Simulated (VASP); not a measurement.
OSZICAR of a VASP run on Pt3Ti (L1_2):

### OSZICAR
```
       N       E                     dE             d eps       ncg     rms          rms(c)
DAV:   1     0.394051021112E+03    0.39405E+03   -0.21376E+04  1750   0.181E+03
DAV:   2     0.137475471972E+02   -0.38030E+03   -0.37250E+03  1880   0.451E+02
DAV:   3    -0.205431283189E+02   -0.34291E+02   -0.32731E+02  2629   0.113E+02
DAV:   4    -0.216095401747E+02   -0.10664E+01   -0.10613E+01  2090   0.213E+01
DAV:   5    -0.216409121406E+02   -0.31372E-01   -0.31339E-01  2533   0.354E+00    0.215E+01
DAV:   6    -0.203436405451E+02    0.12973E+01   -0.24452E+01  2516   0.328E+01    0.153E+01
DAV:   7    -0.195718146348E+02    0.77183E+00   -0.33449E+01  2520   0.341E+01    0.103E+01
DAV:   8    -0.188735699166E+02    0.69824E+00   -0.15234E+00  2417   0.945E+00    0.450E+00
DAV:   9    -0.187519388688E+02    0.12163E+00   -0.16339E+00  2662   0.687E+00    0.175E+00
DAV:  10    -0.187246805288E+02    0.27258E-01   -0.15911E-01  2479   0.286E+00    0.399E-01
DAV:  11    -0.187253318582E+02   -0.65133E-03   -0.18981E-03  2078   0.329E-01    0.369E-01
DAV:  12    -0.187242143498E+02    0.11175E-02   -0.83683E-03  2551   0.551E-01    0.769E-02
DAV:  13    -0.187241983203E+02    0.16030E-04   -0.12465E-04  2080   0.804E-02    0.515E-02
DAV:  14    -0.187241992635E+02   -0.94326E-06   -0.26454E-05  2237   0.382E-02    0.468E-02
DAV:  15    -0.187241813788E+02    0.17885E-04   -0.95302E-05  2503   0.638E-02    0.915E-03
DAV:  16    -0.187241815033E+02   -0.12452E-06   -0.15945E-06  2159   0.882E-03    0.643E-03
DAV:  17    -0.187241813162E+02    0.18714E-06   -0.93166E-07  1790   0.743E-03    0.269E-03
DAV:  18    -0.187241813357E+02   -0.19453E-07   -0.10212E-07  1310   0.259E-03
   1 F= -.18724181E+02 E0= -.18724274E+02  d E =0.276780E-03
```

Task: Which electronic solver shows in the log?

Result: It is blocked Davidson (ALGO = Normal, or the opening steps of other solvers). The INCAR had ALGO = Normal.

Task: Can the final energy be trusted as converged?

Result: Self-consistency was reached. It stopped with EDIFF = 1E-7, NELM = 100 (optB88-vdW, plane waves, VASP's PBE PAW potentials (set 64)).

The compound is Pt3Ti in the L1_2 structure. This cell is one point of a volume scan, at 0.97 of the reference volume.
